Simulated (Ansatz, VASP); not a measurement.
# Zr (Zr strained to the junction's net): VASP beside Ansatz

Aim: how closely do two programs agree when they are given the same cell, functional and k mesh? The structure shown is the end of the Ansatz relaxation below.

Main program and level: Ansatz 0.2.0; plane waves, with VASP 6.6.1 beside it; single point at PBE.

### 1. Starting point

The structure is hexagonal, space group P6_3/mmc (No. 194). Conventional cell: a = 3.200 Å, b = 3.200 Å, c = 5.218 Å, α = 90.00°, β = 90.00°, γ = 120.00°. Zr has 12 Zr at 3.20 Å nearest.

### 2. Ansatz: relaxation, PBE

Ansatz runs on its default PAW (the set named soft_2) files.

This run makes the geometry at which the two programs are then compared.

The input, input.yaml:

```yaml
crystal:
  lattice:
    - [3.2, 0.0, 0.0]
    - [-1.6, 2.7712812921, 0.0]
    - [0.0, 0.0, 5.2036130031]
  atoms:
    - { symbol: Zr, position: [0.0, 0.0, 0.0] }
    - { symbol: Zr, position: [0.3333333333, 0.6666666667, 0.5] }
kpoints:
  mp_grid: { grid: [12, 12, 6] }
scf:
  occupations: { method: fermi_dirac, width: 0.1 }
  max_iter: 150
hamiltonian:
  xc: pbe
relax:
  f_tol: 0.01
  max_steps: 40
  cell: { fix: [a, b, angles] }
```

The run is started by

```sh
$ ansatz run input.yaml --threads 4 --pin off --max-ram 10240MiB --backend cpu --events-out ev --progress --plain --runs-dir out
```

Numbers of over 12 decimals in the logs are rounded to 6 here.

Output:

```text
Engine: ansatz 0.2.0, aarch64-unknown-linux-gnu
Pseudopotentials: kind: paw
Pseudopotential: Zr, paw, valence charge 12, recommended cutoff 420 eV (normal), Zr.paw.azcp
Functional definition: PBE
  parameter kappa = 0.804
  parameter beta = 0.066725
  exchange = pbe_x(kappa = kappa, mu = beta*pi^2/3)
  correlation = pbe_c(beta = beta)
Crystal: 2 atoms, lattice volume = 46.146 Å³
Basis set: ecut = 420 eV, 917 PW (Γ), exchange–correlation on 48×48×72 points (8 copies of the dense FFT grid, shifted against one another)
Bands: 16, of which v1, the nominal top of the filled ones, is band 12 counted from 1 (11 counted from 0)
Symmetry: 24 space group operations
Space group: P63/mmc (ITA 194), of the structure as read, at distance tolerance 3.6e-5 Å
k-points: 76 of 864
Non-local potential: Zr, projectors of the file, l = 0: 3, l = 1: 2, l = 2: 2, l = 3: 2
PAW form: soft (Blöchl's): semilocal exchange-correlation on the pseudo side does not see the compensation charge
PAW one-centre angular grid: Zr, 590 points (default); XC on 64 Gauss nodes
Initial density: superposition of atomic densities (neutral atoms: chi_scale 0, normalization atom), corrected by the library's trained network
Initial wavefunctions: pseudopotential atomic-orbital guess
Functional: x = pbe(κ = 0.804, μ = 0.219515), c = pbe(β = 0.066725)
SCF iter   1: F=—  HF=-8367.700455 eV  |F-HF|=—  |Δ(HF+E_count)|=         —  Δρ=2.64e-3  dr2=1.09e-3  ethr=1.77e-3  ⟨swp⟩=4.8  Hψ=5159  notcnv=0
preconditioner: auto → Kerker (q_TF=auto, 2.447 Å⁻¹)  [metal: Δε(μ)=0.019 eV  Ē_g=3.164 eV  σ=0.100 eV  W_gap=0.05  n_scr=10 (ndim 8)  ℏωp=15.5 eV  f_vac=0.000  D(μ)=2.17/eV (n_scr^D=22)]
SCF iter   2: F=—  HF=-8367.699822 eV  |F-HF|=—  |Δ(HF+E_count)|=   6.33e-4  Δρ=1.61e-3  dr2=4.61e-4  ethr=4.55e-6  ⟨swp⟩=2.4  Hψ=2644  notcnv=0
SCF iter   3: F=—  HF=-8367.700169 eV  |F-HF|=—  |Δ(HF+E_count)|=   3.48e-4  Δρ=2.94e-4  dr2=2.55e-5  ethr=1.92e-6  ⟨swp⟩=3.0  Hψ=2196  notcnv=0
SCF iter   4: F=—  HF=-8367.700165 eV  |F-HF|=—  |Δ(HF+E_count)|=   4.33e-6  Δρ=1.16e-4  dr2=4.70e-6  ethr=1.06e-7  ⟨swp⟩=2.4  Hψ=2050  notcnv=0
iter 5 did not close the SCF: its close was put off for the readings that it lacked (scf_convergence_deferred on its scf_iter line)
SCF iter   5: F=-8367.700164 eV  HF=-8367.700164 eV  |F-HF|=4.60e-9  |Δ(HF+E_count)|=   6.27e-7  Δρ=1.54e-5  dr2=7.18e-8  ethr=1.96e-8  ⟨swp⟩=2.3  Hψ=2031  notcnv=0
SCF iter   6: F=-8367.700164 eV  HF=-8367.700164 eV  |F-HF|=1.12e-9  |Δ(HF+E_count)|=   4.65e-9  Δρ=3.61e-6  dr2=3.66e-9  ethr=2.99e-10  ⟨swp⟩=2.0  Hψ=4535  notcnv=0
SCF 1 converged in 6 iterations: F = -8367.700164 eV  dr2 = 3.66e-9
  greatest PAW one-centre occupation: 0.996 electrons in one spin orbital (limit 2), on the Zr atom at site 1 (counted from 0), in its partial waves of l = 0
relax step   1: F+E_penalty+E_count = -8367.70016426 eV  Δ(F+E_penalty+E_count) = +0.000e0 eV  max|allowed force component| = 6.476e-17 eV/Å  Δτ_max = 0.0000 Å  P = +1.313 GPa  Ω = 46.146 Å³  fix = [a, b, alpha, beta, gamma]  reactions: a +1.742, b +1.742 GPa  (6 SCF iters, dr2 threshold 1.00e-7 eV, accepted)
[...]
relax step   2: F+E_penalty+E_count = -8367.70027229 eV  Δ(F+E_penalty+E_count) = -1.080e-4 eV  max|allowed force component| = 1.503e-17 eV/Å  Δτ_max = 0.0000 Å  P = +0.881 GPa  Ω = 46.344 Å³  energy of the carried Pulay correction = -2.343e-5 eV  fix = [a, b, alpha, beta, gamma]  reactions: a +1.441, b +1.441 GPa  (3 SCF iters, dr2 threshold 2.00e-7 eV, accepted)
[...]
relax step   3: F+E_penalty+E_count = -8367.70033222 eV  Δ(F+E_penalty+E_count) = -5.993e-5 eV  max|allowed force component| = 9.194e-17 eV/Å  Δτ_max = 0.0000 Å  P = +1.029 GPa  Ω = 46.276 Å³  energy of the carried Pulay correction = -1.537e-5 eV  fix = [a, b, alpha, beta, gamma]  reactions: a +1.544, b +1.544 GPa  (3 SCF iters, dr2 threshold 1.44e-7 eV, accepted)
[...]
relax step   4: F+E_penalty+E_count = -8367.70034699 eV  Δ(F+E_penalty+E_count) = -1.477e-5 eV  max|allowed force component| = 8.327e-17 eV/Å  Δτ_max = 0.0000 Å  P = +1.029 GPa  Ω = 46.276 Å³  fix = [a, b, alpha, beta, gamma]  reactions: a +1.544, b +1.544 GPa  stress off target by 2.10e-3 GPa on what of the cell is left free  SCF on the basis re-selected at this cell (its energy is not comparable with the rows above)  (4 SCF iters)
basis re-selected at this cell: Δ(F+E_penalty+E_count) = -1.477e-5 eV, ΔP = +0.000 GPa vs the last step (what re-selecting the basis moved, of the pressure what is left beyond the Pulay correction that the steps carried, after the strain that the cell walked since its last selection, with what the two solves' SCF thresholds leave and, on support functions, any second-order correction that the steps lacked; it is no m [...]
SCF converged after 4 iterations
Free energy (F): -8367.700347 eV
Harris-Foulkes:  -8367.700347 eV  (|F-HF|=9.09e-12)
Internal energy: -8367.626707 eV  (E = F + TS)
E sigma→0 (E₀):  -8367.663527 eV
Entropy (-TS):   -0.073640 eV (-36.820 meV/atom)
Fermi energy:    14.070638 eV
--- Per-component energies (eV) ---
  E_band       = -190.893851
  E_kinetic    = 665.683752
  E_local      = -1247.896042  (includes V_loc(G=0)·N_el)
  E_nonlocal   = 161.159408
  E_hartree    = 386.419331
  E_xc         = -323.047212
  E_vxc        = -381.497815  (∫ρ·V_xc dr)
  E_paw        = -5908.292781  (= ΣΔE_a)
  E_vpaw       = -161.181873  (= ΣTr[D̂ρ^β])
  E_aug_tail   = 0.000049  (compensation charges beyond the density's cutoff)
  E_ewald      = -2101.653214
  E_smearing   = -0.073640  (= −TS)
  E_closure    = 0.000000  (closes the sum)
  Σ components = -8367.700347   (vs F -8367.700347, Δ=0.00e0)
--- Forces (eV/Å), atoms counted from 1 ---
  atom   1  Zr    -0.00000000    -0.00000000     0.00000000
  atom   2  Zr     0.00000000     0.00000000     0.00000000
  max |Σ_I F_I| component: 4.63e-18 eV/Å
--- Stress (GPa, compression-positive) ---
        1.544299       0.000000      -0.000000
        0.000000       1.544299      -0.000000
       -0.000000      -0.000000      -0.002103
  P = ⅓ Tr σ = 1.0288 GPa (10.288 kbar)
--- Band table (eV; the first three rows and the last of 76) ---
  k-point 0: bands = [... 8 lower, 8.4466, 11.0488, 14.9236, 15.0093, 15.0093, 15.1163, 15.6541, 15.6541]
  k-point 1: bands = [... 8 lower, 8.6710, 11.0163, 14.7387, 14.7603, 14.9265, 14.9265, 15.5085, 15.5085]
  k-point 2: bands = [... 8 lower, 9.2883, 10.7691, 14.1483, 14.3749, 14.8587, 14.8587, 15.2071, 15.2071]
  k-point 75: bands = [... 8 lower, 12.6700, 12.6700, 12.8473, 12.8473, 14.0833, 14.0833, 16.1029, 16.1029]
--- Relaxed structure (3 steps of the walk, 3 accepted, 1 SCFs on fresh bases) ---
  F+E_penalty+E_count = -8367.70034699 eV   max|allowed force component| = 8.327e-17 eV/Å   (the final SCF, on the basis selected at the relaxed cell)
  cell:  # Å, volume = 46.2760 Å³
    - [3.200000, 0, 0.0]
    - [-1.600000, 2.771281, 0.0]
    - [0.0, 0.0, 5.218253]
  atoms:
    - { symbol: Zr, position: [9.251858539620032e-18, -5.0885221963063393e-17, 0.0] }
    - { symbol: Zr, position: [0.333333, 0.666667, 0.5] }
```

In the SCF lines HF is the Harris–Foulkes energy and dr2 the Hartree energy of the density residual, in eV; the loop may stop once dr2 is under the threshold and the program's other checks hold. Hψ counts applications of the Hamiltonian.

### 3. VASP: single point, PBE

The same cell, functional, mesh and smearing now go to VASP, with its own data sets.

Lines of VASP's logs that name or quote its potential files are left out, and so is its time.

The input, INCAR:

```
SYSTEM = Zr
PREC = Accurate
ENCUT = 500
EDIFF = 1E-06
NELM = 120
ISMEAR = -1
SIGMA = 0.1
LREAL = .FALSE.
ALGO = Normal
GGA = PE
NBANDS = 18
LASPH = .TRUE.
LORBIT = 11
LWAVE = .FALSE.
LCHARG = .FALSE.
ISIF = 2
GGA_COMPAT = .FALSE.
```

The input, POSCAR:

```
Zr
1.0
    3.2000000000      0.0000000000      0.0000000000
   -1.6000000000      2.7712812921      0.0000000000
    0.0000000000      0.0000000000      5.2182530500
Zr
2
Direct
    0.0000000000      1.0000000000      0.0000000000
    0.3333333334      0.6666666666      0.5000000000
```

The input, KPOINTS:

```
Automatic mesh
0
Gamma
12 12 6
0 0 0
```

The projector-augmented-wave data sets are Zr_sv (PBE family, release 64).

The run is started by

```sh
$ mpirun -np 1 vasp_std
```

Output:

```text
[banner, memory and clock lines left out]
running    1 mpi-ranks, on    1 nodes
 distrk:  each k-point on    1 cores,    1 groups
 distr:  one band on    1 cores,    1 groups

 POSCAR found type information on POSCAR Zr
 POSCAR found :  1 types and       2 ions
 LDA part: xc-table for (Slater+PW92), standard interpolation
 POSCAR, INCAR and KPOINTS ok, starting setup
 FFT: planning ... GRIDC
 FFT: planning ... GRID_SOFT
 FFT: planning ... GRID
 WAVECAR not read
 entering main loop
       N       E                     dE             d eps       ncg     rms          rms(c)
DAV:   1     0.213307888192E+03    0.21331E+03   -0.13182E+04  2736   0.129E+03
DAV:   2    -0.470886690632E+01   -0.21802E+03   -0.21469E+03  3304   0.372E+02
DAV:   3    -0.174543136208E+02   -0.12745E+02   -0.12624E+02  4850   0.678E+01
DAV:   4    -0.177526109738E+02   -0.29830E+00   -0.29796E+00  3268   0.103E+01
DAV:   5    -0.177625463034E+02   -0.99353E-02   -0.99284E-02  4120   0.132E+00    0.145E+01
DAV:   6    -0.171761861742E+02    0.58636E+00   -0.92554E-01  2960   0.766E+00    0.572E+00
DAV:   7    -0.170633790587E+02    0.11281E+00   -0.60578E-01  3902   0.539E+00    0.112E+00
DAV:   8    -0.170694640073E+02   -0.60849E-02   -0.38643E-02  3598   0.151E+00    0.276E-01
DAV:   9    -0.170696754550E+02   -0.21145E-03   -0.16548E-03  3388   0.390E-01    0.332E-02
DAV:  10    -0.170696327816E+02    0.42673E-04   -0.45179E-05  3730   0.410E-02    0.237E-02
DAV:  11    -0.170696337338E+02   -0.95219E-06   -0.10090E-05  3066   0.364E-02    0.275E-03
DAV:  12    -0.170696337772E+02   -0.43398E-07   -0.35256E-07  1698   0.446E-03
   1 F= -.17069634E+02 E0= -.17032832E+02  d E =-.736041E-01
```

OUTCAR, selected parts (step 3):

```text
ion  position               nearest neighbor table
   1  0.000  0.000  0.000-   2 3.20   2 3.20   2 3.20   2 3.20   2 3.20   2 3.20
   2  0.333  0.667  0.500-   1 3.20   1 3.20   1 3.20   1 3.20   1 3.20   1 3.20

  LATTYP: Found a hexagonal cell.
 ALAT       =     3.2000000000
 C/A-ratio  =     1.6307040781

 Subroutine GETGRP returns: Found 24 space group operations
 (whereof 12 operations were pure point group operations)

The static configuration has the point symmetry D_3h.
 The point group associated with its full space group is D_6h.

 Found     76 irreducible k-points:

   k-points           NKPTS =     76   k-points in BZ     NKDIM =     76   number of bands    NBANDS=     18

   dimension x,y,z NGX =    24 NGY =   24 NGZ =   40
   dimension x,y,z NGXF=    48 NGYF=   48 NGZF=   80

   ENCUT  =  500.0 eV  36.75 Ry    6.06 a.u.   5.83  5.83  9.51*2*pi/ulx,y,z

   NELECT =      24.0000    total number of electrons

 k-points in reciprocal lattice and weights: Automatic mesh
   0.00000000  0.00000000  0.00000000       0.001
   0.08333333  0.00000000  0.00000000       0.007
   0.16666667  0.00000000  0.00000000       0.007
   0.25000000  0.00000000  0.00000000       0.007
   0.33333333  0.00000000  0.00000000       0.007
   0.41666667  0.00000000  0.00000000       0.007
   0.50000000  0.00000000  0.00000000       0.003
   0.08333333  0.08333333  0.00000000       0.007
   0.16666667  0.08333333  0.00000000       0.014
[...]
0.33333333  0.25000000  0.50000000       0.014
   0.33333333  0.33333333  0.50000000       0.002

 average (electrostatic) potential at core
       1 -74.5243       2 -74.5243

 E-fermi :   9.0278

 k-point     1 :       0.0000    0.0000    0.0000
  band No.  band energies     occupation
    ...
      6     -17.2800      2.00000
      7     -17.2480      2.00000
      8     -17.2480      2.00000
      9       3.3938      2.00000
     10       6.0024      2.00000
     11       9.8813      0.00039
     12       9.9672      0.00017
     13       9.9672      0.00017
     14      10.0717      0.00006
     15      10.6120      0.00000
    ...

 k-point     2 :       0.0833    0.0000    0.0000
  band No.  band energies     occupation
    ...
      6     -17.3011      2.00000
      7     -17.2879      2.00000
      8     -17.2553      2.00000
      9       3.5930      2.00000
     10       6.1892      2.00000
     11       9.4734      0.02294
     12       9.7107      0.00216
     13      10.1529      0.00003
     14      10.2587      0.00001
     15      10.4461      0.00000
    ...

 k-point     3 :       0.1667    0.0000    0.0000
  band No.  band energies     occupation
    ...
      8     -17.2767      2.00000
      9       4.1513      2.00000
     10       6.6635      2.00000
     11       8.9205      1.49026
     12       8.9230      1.48050
     13       9.9839      0.00014
     14      10.6971      0.00000
     15      10.7425      0.00000
     16      10.7606      0.00000
     17      10.8229      0.00000
    ...

  Total        0.4572124      0.4572124      0.0074589      0.0000000     -0.0000000      0.0000000
  in kB       15.8297050     15.8297050      0.2582437      0.0000000     -0.0000000      0.0000000
  external PRESSURE =      10.6392179 kB  Pullay stress =       0.0000000 kB

  energy-cutoff  :      500.00
  volume of cell :       46.28
      direct lattice vectors                 reciprocal lattice vectors
     3.200000000  0.000000000  0.000000000     0.312500000  0.180421959  0.000000000
    -1.600000000  2.771281292  0.000000000     0.000000000  0.360843918  0.000000000
     0.000000000  0.000000000  5.218253050     0.000000000  0.000000000  0.191635015

 POSITION                                       TOTAL-FORCE (eV/Angst)
 -----------------------------------------------------------------------------------
      0.00000      0.00000      0.00000         0.000000      0.000000      0.000000
      0.00000      1.84752      2.60913         0.000000      0.000000      0.000000
 -----------------------------------------------------------------------------------
    total drift:                               -0.000001      0.000000      0.000000

  FREE ENERGIE OF THE ION-ELECTRON SYSTEM (eV)
  ---------------------------------------------------
  free  energy   TOTEN  =       -17.0696337772 eV

  energy  without entropy=      -16.9960297267  energy(sigma->0) =      -17.03283175

 total charge
# of ion       s       p       d       tot
------------------------------------------
    1        2.234   5.959   1.636   9.828
    2        2.234   5.959   1.636   9.828
--------------------------------------------------
tot          4.467  11.918   3.271  19.657

[... 3 further parts left out ...]
```

The run ends at a pressure of 1.06 GPa.

### 4. Side by side

Known differences besides the potentials themselves: the cutoff is 420 eV in Ansatz and 500 eV in VASP; Ansatz's pressure holds a Pulay correction, VASP's none. Total energies have different zeros and are not compared.

The two programs side by side:

| quantity | Ansatz | VASP | difference |
| --- | --- | --- | --- |
| pressure (GPa) | 1.03 | 1.06 | -0.04 |

### 5. What came out

* difference in pressure (single point, PBE): -0.035 GPa

What this shows: The difference in pressure is -0.035 GPa (single point, PBE), within the 1 GPa picked in this series as the mark of a large difference. Such differences can come from data sets, numerical settings and the points named under the comparisons, not from the functional's error against experiment.

[Lines on the potential files, build, host, timing and source positions are cut from VASP's logs without a mark.]

[Logs are printed without paths, hosts, clocks, repeated set-up lines and the standing remarks that a program may print on its own settings, such as how far it seeks lower states.]

[Hosts, paths, dates, database ids (printed as entryN), source tags and the programs' standing remarks are cut or masked in the printed files.]
